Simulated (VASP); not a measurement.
Input for VASP

KPOINTS:
```
Regular mesh
0
gamma
 11 11 11
```

INCAR:
```
SYSTEM = AuZn
PREC = Accurate; ENCUT = 400; LREAL = .FALSE.
LASPH = .TRUE.
EDIFF = 1E-6; NELM = 100; ALGO = Normal
LMAXMIX = 6
ISMEAR = 1; SIGMA = 0.1
IBRION = 2; NSW = 60; ISIF = 3
EDIFFG = -0.01
LWAVE = .FALSE.; LCHARG = .FALSE.
```

### POSCAR
```
AuZn
1
    3.0989419325     0.0000000000    -0.0000000000
   -0.0000000000     3.0989419325    -0.0000000000
    0.0000000000     0.0000000000     3.0989419325
Zn Au
1 1
Direct
  0.5000000000   0.5000000000   0.5000000000
  0.0000000000   0.0000000000   0.0000000000
```

POTCAR, in this order: Zn Au (LDA.64 set). Program: vasp_std.

**Question.** Write an equivalent input for Quantum ESPRESSO's pw.x.

**Answer.** One equivalent input (not run):
```
&CONTROL
  calculation = 'vc-relax'
  pseudo_dir = './pseudo'
  outdir = './out'
  tprnfor = .true.
  tstress = .true.
  nstep = 60
  forc_conv_thr = 0.00039
/
&SYSTEM
  ibrav = 0
  nat = 2
  ntyp = 2
  ecutwfc = 84
  occupations = 'smearing'
  smearing = 'methfessel-paxton'
  degauss = 0.00735
  input_dft = 'pz'
/
&ELECTRONS
  conv_thr = 7.3e-08
  electron_maxstep = 100
/
&IONS
/
&CELL
/
ATOMIC_SPECIES
  Zn 65.380 Zn.upf
  Au 196.967 Au.upf
CELL_PARAMETERS angstrom
     3.0989419    0.0000000   -0.0000000
    -0.0000000    3.0989419   -0.0000000
     0.0000000    0.0000000    3.0989419
ATOMIC_POSITIONS crystal
  Zn   0.5000000  0.5000000  0.5000000
  Au   0.0000000  0.0000000  0.0000000
K_POINTS automatic
  11 11 11 0 0 0
```
The two are equivalent in intent, not identical: the potentials are each code's own (VASP's PAW set, PseudoDojo norm-conserving files in pw.x), so ENCUT and ecutwfc are chosen apart and not converted; conv_thr bounds pw.x's estimated SCF error, while EDIFF bounds the energy change between steps; forc_conv_thr acts on force components and is met together with etot_conv_thr.

The compound is AuZn in the CsCl type structure. This run relaxes it. Symmetry was kept, so distortions that lower it aren't found. The start is the result of an earlier pass.
